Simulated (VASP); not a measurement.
VASP input:

### POSCAR
```
Nb3Sn
1
    5.4193370000     0.0000000000     0.0000000000
    0.0000000000     5.4193370000     0.0000000000
    0.0000000000     0.0000000000     5.4193370000
Nb Sn
6 2
Direct
  0.2500000000   0.0000000000   0.5000000000
  0.7500000000   0.0000000000   0.5000000000
  0.5000000000   0.7500000000   0.0000000000
  0.5000000000   0.2500000000   0.0000000000
  0.0000000000   0.5000000000   0.7500000000
  0.0000000000   0.5000000000   0.2500000000
  0.0000000000   0.0000000000   0.0000000000
  0.5000000000   0.5000000000   0.5000000000
```

KPOINTS:
```
Automatic mesh
0
gamma
7 7 7
0 0 0
```

### INCAR
```
ALGO = Normal
EDIFF = 1E-09
ENCUT = 420
GGA = PS
ISIF = 2
ISMEAR = -1
LASPH = .TRUE.
LCHARG = .FALSE.
LMAXMIX = 4
LREAL = .FALSE.
LWAVE = .FALSE.
NELM = 100
PREC = Accurate
SIGMA = 0.05
SYSTEM = Nb3Sn
```

POTCAR, in this order: Nb_sv Sn_d (PBE.64 set). Program: vasp_std.

**Question.** Write an equivalent input for Ansatz.

**Answer.** One equivalent input (not run):
Ansatz 0.2 input:
```yaml
crystal:
  lattice:
    - [5.4193370, 0.0000000, 0.0000000]
    - [0.0000000, 5.4193370, 0.0000000]
    - [0.0000000, 0.0000000, 5.4193370]
  atoms:
    - { symbol: Nb, position: [0.2500000, 0.0000000, 0.5000000] }
    - { symbol: Nb, position: [0.7500000, 0.0000000, 0.5000000] }
    - { symbol: Nb, position: [0.5000000, 0.7500000, 0.0000000] }
    - { symbol: Nb, position: [0.5000000, 0.2500000, 0.0000000] }
    - { symbol: Nb, position: [0.0000000, 0.5000000, 0.7500000] }
    - { symbol: Nb, position: [0.0000000, 0.5000000, 0.2500000] }
    - { symbol: Sn, position: [0.0000000, 0.0000000, 0.0000000] }
    - { symbol: Sn, position: [0.5000000, 0.5000000, 0.5000000] }
kpoints:
  mp_grid: { grid: [7, 7, 7] }
hamiltonian:
  xc: pbesol
  pseudopotentials: { kind: paw }
scf:
  occupations: { method: fermi_dirac, width: 0.05 }
  max_iter: 100
output: { forces: true, stress: true, eigenvalues: true }
```
What does not carry over: each code has its own PAW files, so the cut-off isn't converted (ENCUT is set for VASP's; basis.ecutwfc is left out, and Ansatz then takes the one that its files recommend); Ansatz stops its SCF on the density residual and VASP on the energy change (EDIFF).

The structure comes from a computed database's Nb3Sn entry; how it stands against other phases isn't given here. The cell was not relaxed at this level. The run is one of a series of settings (EDIFF = 1E-09, ENCUT = 420, KPOINTS 7×7×7 Γ-centred mesh against the base run), some of them coarse on purpose.
